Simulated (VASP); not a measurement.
The input files of a VASP run:

**INCAR**
```
ALGO=Normal
EDIFF=1E-7
ENCUT=520
GGA=PS
ISIF=2
ISMEAR=-5
LASPH=.TRUE.
LCHARG=.TRUE.
LMAXMIX=4
LORBIT=11
LREAL=.FALSE.
LWAVE=.FALSE.
NEDOS=601
NELM=100
PREC=Accurate
SYSTEM=TiN
```

### KPOINTS
```
Automatic mesh
0
Gamma
 17 17 17
```

POSCAR:
```
TiN
1
    0.0000000000     2.1031677039     2.1031677039
    2.1031677039     0.0000000000     2.1031677039
    2.1031677039     2.1031677039     0.0000000000
Ti N
1 1
Direct
  0.0000000000   0.0000000000   0.0000000000
  0.5000000000   0.5000000000   0.5000000000
```

POTCAR, in this order: Ti_sv N (PBE.64 set). Program: vasp_std.

Problem. Write an equivalent input for Ansatz.

Solution. One equivalent input (not run):
Ansatz 0.2 input:
```yaml
crystal:
  lattice:
    - [0.0000000, 2.1031677, 2.1031677]
    - [2.1031677, 0.0000000, 2.1031677]
    - [2.1031677, 2.1031677, 0.0000000]
  atoms:
    - { symbol: Ti, position: [0.0000000, 0.0000000, 0.0000000] }
    - { symbol: N, position: [0.5000000, 0.5000000, 0.5000000] }
kpoints:
  mp_grid: { grid: [17, 17, 17] }
hamiltonian:
  xc: pbesol
  pseudopotentials: { kind: paw }
scf:
  occupations: { method: tetrahedron }
  max_iter: 100
output: { forces: true, stress: true, eigenvalues: true }
```
What does not carry over: each code has its own PAW files, so the cut-off isn't converted (ENCUT is set for VASP's; basis.ecutwfc is left out, and Ansatz then takes the one that its files recommend); Ansatz stops its SCF on the density residual and VASP on the energy change (EDIFF).

The compound is TiN in the rock salt structure. It was relaxed first.
